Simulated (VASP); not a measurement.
# B12Ru (Pm-3m) in VASP: a series of runs

One crystal, B12Ru, is run at these levels: PBE; tasks: single point, relaxation of cell and atoms.

All numbers are computed with VASP 6.6.1; they aren't measurements. Logs are shortened: lines on timing, memory, paths and dates and some standing lists are left out, and cuts for length are marked.

### 1 Starting point

It takes space group Pm-3m (No. 221, cubic). Conventional cell: a = 4.487 Å, b = 4.487 Å, c = 4.487 Å, α = 90.00°, β = 90.00°, γ = 90.00°. B (site symmetry mm2) is surrounded by 6 B at 1.84 to 1.89 Å. Ru (site symmetry m-3m) has 24 B at 2.61 Å as nearest neighbours.

The cell was built by a generator and needn't be a form met in nature.

### 2 Single point, PBE (random cell by space group and Wyckoff sites (Pm-3m, No. 221))

File INCAR:

```
SYSTEM = B12Ru
ALGO = Normal ; EDIFF = 1E-7
ENCUT = 520 ; GGA = PE
ISIF = 2 ; ISMEAR = 0
LASPH = .TRUE. ; LCHARG = .FALSE.
LREAL = .FALSE. ; LWAVE = .FALSE.
NBANDS = 37 ; NELM = 100
PREC = Accurate ; SIGMA = 0.1
```

File KPOINTS:

```
k-points
0
G
  8 8 8
  0 0 0
```

File POSCAR:

```
B12Ru
1.0
    4.4870158826      0.0000000000      0.0000000000
    0.0000000000      4.4870158826      0.0000000000
    0.0000000000      0.0000000000      4.4870158826
B Ru
12 1
Direct
    0.5000000000      0.7898322990      0.7898322990
    0.5000000000      0.2101677010      0.7898322990
    0.5000000000      0.7898322990      0.2101677010
    0.5000000000      0.2101677010      0.2101677010
    0.7898322990      0.5000000000      0.7898322990
    0.7898322990      0.5000000000      0.2101677010
    0.2101677010      0.5000000000      0.7898322990
    0.2101677010      0.5000000000      0.2101677010
    0.7898322990      0.7898322990      0.5000000000
    0.2101677010      0.7898322990      0.5000000000
    0.7898322990      0.2101677010      0.5000000000
    0.2101677010      0.2101677010      0.5000000000
    0.0000000000      0.0000000000      0.0000000000
```

Potentials or basis: VASP PAW PBE potentials, release 64 (B, Ru_pv).

On the command line:

```console
cat potpaw_PBE.64/B/POTCAR potpaw_PBE.64/Ru_pv/POTCAR > POTCAR
mpirun -np 1 vasp_std > vasp.out
```

OUTCAR:

```text
SYSTEM = B12Ru
   EDIFF = 1E-7
   ENCUT = 520
   GGA = PE
   ISIF = 2
   ISMEAR = 0
   LASPH = .TRUE.
   LREAL = .FALSE.
   NELM = 100
   PREC = Accurate

 ion  position               nearest neighbor table
   1  0.500  0.790  0.790-   5 1.84   7 1.84   9 1.84  10 1.84   2 1.89   3 1.89  13 2.61  13 2.61

   2  0.500  0.210  0.790-   5 1.84   7 1.84  11 1.84  12 1.84   1 1.89   4 1.89  13 2.61  13 2.61

   3  0.500  0.790  0.210-   6 1.84   8 1.84   9 1.84  10 1.84   1 1.89   4 1.89  13 2.61  13 2.61
[... 17 lines left out ...]
  12  0.210  0.210  0.500-   2 1.84   4 1.84   7 1.84   8 1.84  10 1.89  11 1.89  13 2.61  13 2.61

  13  0.000  0.000  0.000-   1 2.61   2 2.61   3 2.61   4 2.61   5 2.61   6 2.61   7 2.61   8 2.61
                             9 2.61  10 2.61  11 2.61  12 2.61   9 2.61  10 2.61  11 2.61  12 2.61

  LATTYP: Found a simple cubic cell.
 ALAT       =     4.4870158826

  Lattice vectors:

 A1 = (   4.4870158826,   0.0000000000,   0.0000000000)
 A2 = (   0.0000000000,   4.4870158826,   0.0000000000)
 A3 = (   0.0000000000,   0.0000000000,   4.4870158826)

Analysis of symmetry for initial positions (statically):
=====================================================================
 Subroutine PRICEL returns:
 Original cell was already a primitive cell.

 Routine SETGRP: Setting up the symmetry group for a
 simple cubic supercell.

 Subroutine GETGRP returns: Found 48 space group operations
 (whereof 48 operations were pure point group operations)
 out of a pool of 48 trial point group operations.

The static configuration has the point symmetry O_h .

Analysis of symmetry for dynamics (positions and initial velocities):
=====================================================================
 Subroutine PRICEL returns:
 Original cell was already a primitive cell.

 Routine SETGRP: Setting up the symmetry group for a
 simple cubic supercell.

 Subroutine GETGRP returns: Found 48 space group operations
 (whereof 48 operations were pure point group operations)
 out of a pool of 48 trial point group operations.

The dynamic configuration has the point symmetry O_h .

 Subroutine INISYM returns: Found 48 space group operations
 (whereof 48 operations are pure point group operations),
 and found     1 'primitive' translations

----------------------------------------------------------------------------------------

                                     Primitive cell
[... 128 lines left out ...]
   ISMEAR =     0;   SIGMA  =   0.10  broadening in eV -4-tet -1-fermi 0-gaus
   EFERMI_NEDOS =   21; number of points for ismear=-14 and -15
   IALGO  =     38    algorithm
   IMIX   =      4    mixing-type and parameters
     AMIX     =   0.40;   BMIX     =  1.00
     AMIX_MAG =   1.60;   BMIX_MAG =  1.00
  volume/ion in A,a.u.               =       6.95        46.89
  Fermi-wavevector in a.u.,A,eV,Ry     =   1.344128  2.540033 24.581367  1.806680
  Thomas-Fermi vector in A             =   2.472146
   LORBIT       =      0    0 simple, 1 ext, 2 COOP (PROOUT), +10 PAW based schemes
   GGA     = PE    functional components
   LHFCALC =     F    Hartree Fock is set to
   AEXX    =    0.0000 exact exchange contribution
   IVDW    =     0    specifies the selected vdW correction
   LEPSILON=     F    determine dielectric tensor
   LRPA    =     F    only Hartree local field effects (RPA)
 non-spin polarized calculation
 Gauss-broadening in eV      SIGMA  =   0.10
  energy-cutoff  :      520.00
  volume of cell :       90.34
 maximum number of plane-waves:      2469
 NGX is ok and might be reduce to    36
   NGX = 17   NGY = 17   NGZ = 17

 number of electron      49.9999993 magnetization

 Free energy of the ion-electron system (eV)
  ---------------------------------------------------
  ext. energy  EPLUGINS =         0.00000000
  ---------------------------------------------------
  free energy    TOTEN  =       -77.67835562 eV

  energy without entropy =      -77.64510060  energy(sigma->0) =      -77.66172811

 E-fermi :   9.0377     XC(G=0): -12.7544

 val. band max:        9.0289876618   @ k =   0.3750   0.1250   0.0000
 cond. band min:       9.0504923278   @ k =   0.2500   0.0000   0.0000
 fundamental gap:      0.0215046660
 Fermi energy:         9.0377145843

 k-point     1 :       0.0000    0.0000    0.0000
  band No.  band energies     occupation
      1     -33.3065      2.00000
      2     -33.3065      2.00000
      3     -33.3065      2.00000
      4      -7.4570      2.00000
      5      -2.0897      2.00000
      6      -2.0897      2.00000
[... 949 lines left out ...]
     36      15.2302      0.00000
     37      16.2562      0.00000

 [... further k-points ...]

------------------------ aborting loop because EDIFF is reached ----------------------------------------

  FORCE on cell =-STRESS in cart. coord.  units (eV):
  Direction    XX          YY          ZZ          XY          YZ          ZX
  --------------------------------------------------------------------------------------
  -------------------------------------------------------------------------------------
  Total        0.0134498      0.0134498      0.0134498      0.0000000      0.0000000     -0.0000000
  in kB        0.2385365      0.2385365      0.2385365      0.0000000      0.0000000     -0.0000000
  external PRESSURE =       0.2385365 kB  Pullay stress =       0.0000000 kB

 VOLUME and BASIS-vectors are now :
 -----------------------------------------------------------------------------
  energy-cutoff  :      520.00
  volume of cell :       90.34
      direct lattice vectors                 reciprocal lattice vectors
     4.487015883  0.000000000  0.000000000     0.222865269  0.000000000  0.000000000
     0.000000000  4.487015883  0.000000000     0.000000000  0.222865269  0.000000000
     0.000000000  0.000000000  4.487015883     0.000000000  0.000000000  0.222865269

 POSITION                                       TOTAL-FORCE (eV/Angst)
 -----------------------------------------------------------------------------------
      2.24351      3.54399      3.54399        -0.000000      0.009867      0.009867
      2.24351      0.94303      3.54399        -0.000000     -0.009867      0.009867
      2.24351      3.54399      0.94303        -0.000000      0.009867     -0.009867
      2.24351      0.94303      0.94303        -0.000000     -0.009867     -0.009867
      3.54399      2.24351      3.54399         0.009867      0.000000      0.009867
      3.54399      2.24351      0.94303         0.009867      0.000000     -0.009867
      0.94303      2.24351      3.54399        -0.009867      0.000000      0.009867
      0.94303      2.24351      0.94303        -0.009867      0.000000     -0.009867
      3.54399      3.54399      2.24351         0.009867      0.009867     -0.000000
      0.94303      3.54399      2.24351        -0.009867      0.009867     -0.000000
      3.54399      0.94303      2.24351         0.009867     -0.009867      0.000000
      0.94303      0.94303      2.24351        -0.009867     -0.009867      0.000000
      0.00000      0.00000      0.00000        -0.000000      0.000000      0.000000
 -----------------------------------------------------------------------------------
    total drift:                                0.000000     -0.000000     -0.000000

  FREE ENERGIE OF THE ION-ELECTRON SYSTEM (eV)
  ---------------------------------------------------
  free  energy   TOTEN  =       -77.6783556201 eV

  energy  without entropy=      -77.6451006008  energy(sigma->0) =      -77.66172811
```

OSZICAR:

```text
N       E                     dE             d eps       ncg     rms          rms(c)
DAV:   1     0.232292182297E+03    0.23229E+03   -0.24575E+04  2614   0.129E+03
DAV:   2    -0.701394125899E+02   -0.30243E+03   -0.28716E+03  2998   0.303E+02
DAV:   3    -0.854866755060E+02   -0.15347E+02   -0.14595E+02  3370   0.598E+01
DAV:   4    -0.857804552937E+02   -0.29378E+00   -0.29146E+00  3191   0.759E+00
DAV:   5    -0.857866376868E+02   -0.61824E-02   -0.61775E-02  3292   0.998E-01    0.255E+01
DAV:   6    -0.104526882770E+03   -0.18740E+02   -0.13490E+02  2746   0.566E+01    0.768E+01
DAV:   7    -0.835323041527E+02    0.20995E+02   -0.30323E+01  2809   0.519E+01    0.229E+01
DAV:   8    -0.777655931247E+02    0.57667E+01   -0.20373E+01  2956   0.343E+01    0.491E+00
DAV:   9    -0.776977109527E+02    0.67882E-01   -0.16589E+00  2857   0.749E+00    0.153E+00
DAV:  10    -0.776852851999E+02    0.12426E-01   -0.48464E-02  3128   0.117E+00    0.708E-01
DAV:  11    -0.776787285999E+02    0.65566E-02   -0.24859E-02  3409   0.835E-01    0.214E-01
DAV:  12    -0.776783329908E+02    0.39561E-03   -0.20067E-03  3099   0.291E-01    0.738E-02
DAV:  13    -0.776783550579E+02   -0.22067E-04   -0.12234E-04  3229   0.646E-02    0.134E-02
DAV:  14    -0.776783548663E+02    0.19168E-06   -0.42942E-06  3250   0.104E-02    0.581E-03
DAV:  15    -0.776783555162E+02   -0.64994E-06   -0.81109E-07  3128   0.514E-03    0.125E-03
DAV:  16    -0.776783556227E+02   -0.10650E-06   -0.85741E-08  1831   0.174E-03    0.427E-04
DAV:  17    -0.776783556201E+02    0.26171E-08   -0.14992E-08  1765   0.574E-04
   1 F= -.77678356E+02 E0= -.77661728E+02  d E =-.332550E-01
```

It took 81 s on 1 thread of Intel Xeon Platinum 8488C (Sapphire Rapids), shared host; peak memory 0.24 GiB.

Results:

```
Free energy            : -77.6784 eV
Pressure               : 0.0 GPa
Largest force          : 0.014 eV/Å
Band gap on the k mesh : none (metal or under the smearing width)
```

Forces on the atoms (eV/Å):
```
B    0.000  0.010  0.010
B    0.000 -0.010  0.010
B    0.000  0.010 -0.010
B    0.000 -0.010 -0.010
B    0.010  0.000  0.010
B    0.010  0.000 -0.010
B   -0.010  0.000  0.010
B   -0.010  0.000 -0.010
B    0.010  0.010  0.000
B   -0.010  0.010  0.000
B    0.010 -0.010  0.000
B   -0.010 -0.010  0.000
Ru   0.000  0.000  0.000
```

(Continued in part 2 of 3.)
